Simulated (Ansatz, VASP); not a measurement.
## Hf3BiPt: VASP beside Ansatz

```
Hf Bi Pt
1.0
     4.62939    0.00000    0.00000
     0.00000    4.62939    0.00000
     0.00000    0.00000    4.62939
Hf Bi Pt
3 1 1
Direct
  0.00000 0.50000 0.50000
  0.50000 0.00000 0.50000
  0.50000 0.50000 0.00000
  0.00000 0.00000 0.00000
  0.50000 0.50000 0.50000
```

Alike in both runs: task relaxation of cell and atoms; functional PBE; k mesh 4 × 4 × 4; occupations gaussian, width 0.1 eV; no spin polarisation.

|  | VASP | Ansatz |
| --- | --- | --- |
| version | VASP 6.6.1 | Ansatz 0.2.0 |
| potentials or method | VASP PAW PBE potentials, release 64 (Hf_pv, Bi_d, Pt) | scalar-relativistic, plane waves, PAW |
| plane-wave cutoff (eV) | 600 | 420 |
| valence electrons in the cell | 55 | 111 |

|  | VASP | Ansatz | Ansatz less VASP |
| --- | --- | --- | --- |
| gap on the k mesh at the Fermi level, each at its own relaxed structure (eV) | none | none | - |
| relaxed volume (Å³/atom) | 26.39 | 26.59 | +0.202 |
| relaxed cell length with the largest relative difference (Å) | 5.091 | 5.104 | +0.0130 |
| energy change over the relaxation (meV/atom) | -818 | -858 | -40.1 |

A gap of «none» marks a metal or a gap that the smearing closes. The two sets of potentials don't hold the same shells in valence.

Caveats: the volume moved by over 15 % at a fixed basis, so the end points are rough (VASP); spin-orbit coupling is left out, which moves the levels of the heavy elements.
